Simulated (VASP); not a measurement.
Here is the system:

```
CELL_PARAMETERS angstrom
      4.20825     0.00000     0.00000
      0.00000     4.20825     0.00000
      0.00000     0.00000     4.20825
ATOMIC_POSITIONS crystal
  Ba 0.00000 0.00000 0.00000
  Zr 0.50000 0.50000 0.50000
  O  0.50000 0.00000 0.50000
  O  0.00000 0.50000 0.50000
  O  0.50000 0.50000 0.00000
```

Level of theory: SCAN meta-GGA, VASP's PBE PAW potentials (set 64) (plane waves; VASP). Run with 520 eV cut-off, 6×6×6 Γ-centred mesh, tetrahedra with Blöchl corrections, potentials Ba_sv Zr_sv O.

Unless said otherwise, spin-orbit coupling is left out, though it shifts the bands of the heavy elements here.

What does the run give for the energy per atom (σ→0), band gap (over mesh and band path) with the smallest direct gap where there is one?

```json
{
 "band gap (over mesh and band path)": "3.66 eV",
 "smallest direct gap (over mesh and band path)": "3.92 eV",
 "energy per atom (σ→0)": "-21.405 eV/atom"
}
```

The compound is BaZrO3 in the cubic perovskite structure. It was relaxed first.
